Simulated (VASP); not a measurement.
Given:

```xyz
5
Lattice="4.0207 0.0000 0.0000 0.0000 4.0207 0.0000 0.0000 0.0000 4.0207" Properties=species:S:1:pos:R:3 pbc="T T T"
Ba     0.0000     0.0000     0.0000
Ti     2.0103     2.0103     2.0103
O      2.0103     0.0000     2.0103
O      0.0000     2.0103     2.0103
O      2.0103     2.0103     0.0000
```

Level of theory: optB88-vdW, VASP's PBE PAW potentials (set 64) (plane waves; VASP). Settings: 520 eV cut-off, 5×5×5 Γ-centred mesh, Gaussian smearing of 0.050 eV, potentials Ba_sv Ti_sv O.

What does the run give for the energy per atom (σ→0)?

The energy per atom (σ→0) is -6.191 eV/atom.

Total energies compare only between runs with the same potentials, cut-off and functional.

The compound is BaTiO3 in the cubic perovskite structure, the ideal cubic form; the compound distorts at low or room temperature. It was relaxed first. The start is the result of an earlier pass.
